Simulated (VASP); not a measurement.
These are LDA (Ceperley-Alder, Perdew-Zunger), VASP's LDA PAW potentials (set 64) (plane waves; VASP) values and carry that method's errors.

Input for VASP

### KPOINTS
```
Automatic mesh
0
Gamma
5 4 3
0 0 0
```

### INCAR
```
ALGO  =  Normal
EDIFF  =  1E-6
ENCUT  =  300
ISIF  =  2
ISMEAR  =  0
LASPH  =  .TRUE.
LCHARG  =  .FALSE.
LMAXMIX  =  4
LREAL  =  .FALSE.
LWAVE  =  .FALSE.
NELM  =  100
PREC  =  Accurate
SIGMA  =  0.136
SYSTEM  =  Bi
```

### POSCAR
```
Bi
1
    4.4269870000     0.0000000000     0.0000000000
    0.0000000000     4.3927100000     0.0000000000
   -1.4509520000     0.0000000000     6.3739800000
Bi
4
Direct
  0.8556900000   0.2500000000   0.7851800000
  0.1443100000   0.7500000000   0.2148200000
  0.6771700000   0.2500000000   0.3179000000
  0.3228300000   0.7500000000   0.6821000000
```

POTCAR, in this order: Bi_d (LDA.64 set). Program: vasp_std.

The run wrote:

### OSZICAR
```
       N       E                     dE             d eps       ncg     rms          rms(c)
DAV:   1     0.613276834688E+03    0.61328E+03   -0.24234E+04  1728   0.149E+03
DAV:   2     0.440452661783E+02   -0.56923E+03   -0.56143E+03  1768   0.461E+02
DAV:   3    -0.155820084751E+02   -0.59627E+02   -0.58483E+02  2064   0.177E+02
DAV:   4    -0.179438366187E+02   -0.23618E+01   -0.23479E+01  1932   0.372E+01
DAV:   5    -0.180574373702E+02   -0.11360E+00   -0.11358E+00  2368   0.662E+00    0.136E+00
DAV:   6    -0.180244646959E+02    0.32973E-01   -0.45007E-02  2120   0.251E+00    0.802E-01
DAV:   7    -0.180106371881E+02    0.13828E-01   -0.45500E-02  1860   0.181E+00    0.167E-01
DAV:   8    -0.180103038820E+02    0.33331E-03   -0.49713E-03  1904   0.616E-01    0.907E-02
DAV:   9    -0.180102415903E+02    0.62292E-04   -0.56520E-04  2604   0.186E-01    0.224E-02
DAV:  10    -0.180102381733E+02    0.34170E-05   -0.18719E-05  1916   0.394E-02    0.947E-03
DAV:  11    -0.180102378717E+02    0.30159E-06   -0.27509E-06  1312   0.376E-02
   1 F= -.18010238E+02 E0= -.18001749E+02  d E =-.169771E-01
```

### OUTCAR
```
------------------------ aborting loop because EDIFF is reached ----------------------------------------
  FORCE on cell =-STRESS in cart. coord.  units (eV):
  Direction    XX          YY          ZZ          XY          YZ          ZX
  --------------------------------------------------------------------------------------
  Total        1.7983093      2.5764874      1.6196073      0.0000000      0.0000000      0.4857162
  in kB       23.2446765     33.3032887     20.9348012      0.0000000      0.0000000      6.2782953
  external PRESSURE =      25.8275888 kB  Pullay stress =       0.0000000 kB
  volume of cell :      123.95
      direct lattice vectors                 reciprocal lattice vectors
     4.426987000  0.000000000  0.000000000     0.225887268  0.000000000  0.051420240
     0.000000000  4.392710000  0.000000000     0.000000000  0.227649902  0.000000000
    -1.450952000  0.000000000  6.373980000     0.000000000  0.000000000  0.156887847
 POSITION                                       TOTAL-FORCE (eV/Angst)
 -----------------------------------------------------------------------------------
      2.64887      1.09818      5.00472        -0.067491     -0.000000      0.393939
      0.32716      3.29453      1.36926         0.067491      0.000000     -0.393939
      2.53657      1.09818      2.02629        -0.055511      0.000000     -0.258865
      0.43947      3.29453      4.34769         0.055511      0.000000      0.258865
 -----------------------------------------------------------------------------------
    total drift:                                0.000000     -0.000000     -0.000000
  FREE ENERGIE OF THE ION-ELECTRON SYSTEM (eV)
  ---------------------------------------------------
  free  energy   TOTEN  =       -18.0102378717 eV

  energy  without entropy=      -17.9932607777  energy(sigma->0) =      -18.00174932
```
(Selected blocks of OUTCAR.)

OUTCAR:
```
 val. band max:        7.6549994991   @ k =  -0.4000   0.0000   0.3333

 cond. band min:       7.6933421718   @ k =   0.4000   0.0000   0.3333


 Fermi energy:         7.6926454474

 k-point     1 :       0.0000    0.0000    0.0000
  band No.  band energies     occupation
      1     -15.3602      2.00000
      2     -15.3507      2.00000
      3     -15.3355      2.00000
      4     -15.2645      2.00000
      5     -15.2236      2.00000
      6     -15.2129      2.00000
      7     -15.2014      2.00000
      8     -15.1860      2.00000
      9     -15.1260      2.00000
     10     -15.1240      2.00000
     11     -15.0590      2.00000
     12     -15.0395      2.00000
     13     -15.0385      2.00000
     14     -15.0208      2.00000
     15     -15.0116      2.00000
     16     -14.9808      2.00000
     17     -14.9724      2.00000
     18     -14.8878      2.00000
     19     -14.8574      2.00000
     20     -14.8557      2.00000
     21      -6.2215      2.00000
     22      -3.8201      2.00000
     23      -1.5076      2.00000
     24      -0.7850      2.00000
     25       3.1452      2.00000
     26       4.2128      2.00000
     27       4.6654      2.00000
     28       5.5287      2.00000
     29       6.5490      2.00000
     30       7.1052      2.00000
     31      10.4581      0.00000
     32      10.5407      0.00000
     33      10.7860      0.00000
     34      11.3246      0.00000
     35      11.4808      0.00000
     36      11.5754      0.00000

 k-point     2 :       0.2000    0.0000    0.0000
  band No.  band energies     occupation
      1     -15.3458      2.00000
      2     -15.3254      2.00000
      3     -15.3194      2.00000
      4     -15.2760      2.00000
      5     -15.2002      2.00000
      6     -15.1944      2.00000
      7     -15.1821      2.00000
      8     -15.1769      2.00000
      9     -15.1473      2.00000
     10     -15.1347      2.00000
     11     -15.0559      2.00000
     12     -15.0519      2.00000
...
```

At this cut-off the stress carries a Pulay error, which pulls relaxed volumes low. Unless said otherwise, spin-orbit coupling is left out, though it shifts the bands of the heavy elements here.

The structure comes from a computed database's Bi entry; how it stands against other phases isn't given here. The cell was not relaxed at this level, and its volume differs by -5.9 % from the start's. The k-mesh is coarse (spacing up to 0.36 per Å, 2π included), so the numbers may not be converged in it.
